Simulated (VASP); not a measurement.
Here is a VASP 6.6.1 calculation.

File INCAR:

```
SYSTEM = Na3Sc
PREC = Accurate
ENCUT = 520
EDIFF = 1E-7
ISMEAR = -1
SIGMA = 0.05
LREAL = .FALSE.
LASPH = .TRUE.
NELM = 100
ALGO = Normal
ISIF = 2
LWAVE = .FALSE.
LCHARG = .FALSE.
GGA = PE
NBANDS = 24
```

The input KPOINTS:

```
regular mesh
0
G
  7 7 7
  0 0 0
```

Contents of POSCAR:

```
Na3Sc
1.0
    0.0000000000      3.3965029400      3.3965029400
    3.3965029400      0.0000000000      3.3965029400
    3.3965029400      3.3965029400      0.0000000000
Na Sc
3 1
Direct
    0.2500000000      0.2500000000      0.2500000000
    0.7500000000      0.7500000000      0.7500000000
    0.5000000000      0.5000000000      0.5000000000
    0.0000000000      0.0000000000      0.0000000000
```

Potentials or basis: VASP PAW PBE potentials, release 64 (Na_pv, Sc_sv).

Launch:

```sh
$ cat potpaw_PBE.64/Na_pv/POTCAR potpaw_PBE.64/Sc_sv/POTCAR > POTCAR
$ mpirun -np 1 vasp_std > vasp.out
```

Estimate the band gap on the k mesh.

none (metal or under the smearing width).

What does it give for the pressure?

17.4 GPa.

Caveat: so large a pressure means that the cell lies far from this level's equilibrium, or that cutoff or potentials fall short.
